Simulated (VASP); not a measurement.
Input:

```
InSe
1.0
    5.87244    -2.05933     0.08671
    5.87244     2.05933     0.08671
   -1.66440     0.00000     4.06919
In Se
2 2
Direct
  0.11427   0.11427   0.97136
  0.88573   0.88573   0.02864
  0.34530   0.34530   0.36274
  0.65470   0.65470   0.63726
```

These are PBEsol GGA, VASP's PBE PAW potentials (set 64) (plane waves; VASP) values and carry that method's errors. Run with 480 eV cut-off, 6×6×6 Γ-centred mesh, Gaussian smearing of 0.050 eV, potentials In_d Se.

Without a dispersion term in the relaxation, distances and binding between the weakly bound layers, chains or molecules are unreliable, and so is what depends on them.

### Question
Predict the energy per atom (σ→0), pressure, largest force.

### Answer

```yaml
energy per atom (σ→0): -3878 meV/atom
pressure: 2.37 GPa
largest_force: 0.429 eV/Å
```

Total energies compare only between runs with the same potentials, cut-off and functional.

The structure comes from a computed database's InSe entry (C2/m); how it stands against other phases isn't given here. This cell was strained or had an atom moved on purpose.
